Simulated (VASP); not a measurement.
```xyz
2
Lattice="1.8150 -3.1437 0.0000 1.8150 3.1437 0.0000 0.0000 0.0000 5.7800" Properties=species:S:1:pos:R:3 pbc="T T T"
Gd     1.8150     1.0479     1.4450
Gd     1.8150    -1.0479     4.3350
```

These are PBEsol GGA, VASP's PBE PAW potentials (set 64) (plane waves; VASP) values and carry that method's errors. Settings: 400 eV cut-off, 10×10×6 Γ-centred mesh, first-order Methfessel-Paxton smearing of 0.10 eV, potentials Gd_3.

The 4f electrons are frozen in the core of the lanthanide potential, so 4f levels, which can set the real gap, and their magnetism are missing. Energy and stress use the plane-wave basis of the starting cell.

**Question.** The ions, cell shape and volume are relaxed. Which structure does the run end with?

**Answer.** 
```xyz
2
Lattice="1.7852 -3.0921 0.0000 1.7852 3.0921 0.0000 0.0000 0.0000 5.6211" Properties=species:S:1:pos:R:3 pbc="T T T"
Gd     1.7852     1.0307     1.4053
Gd     1.7852    -1.0307     4.2158
```
Space group P6_3/mmc (194), at a tolerance of 0.03 Å.

**Question.** How do energy and volume change from the first to the last step?

**Answer.** The energy (σ→0) changes by -15.8 meV/atom and the volume by -5.9 %, in 6 ionic steps.

The compound is Gd in the hcp structure. This run relaxes it. Symmetry was kept, so distortions that lower it aren't found.
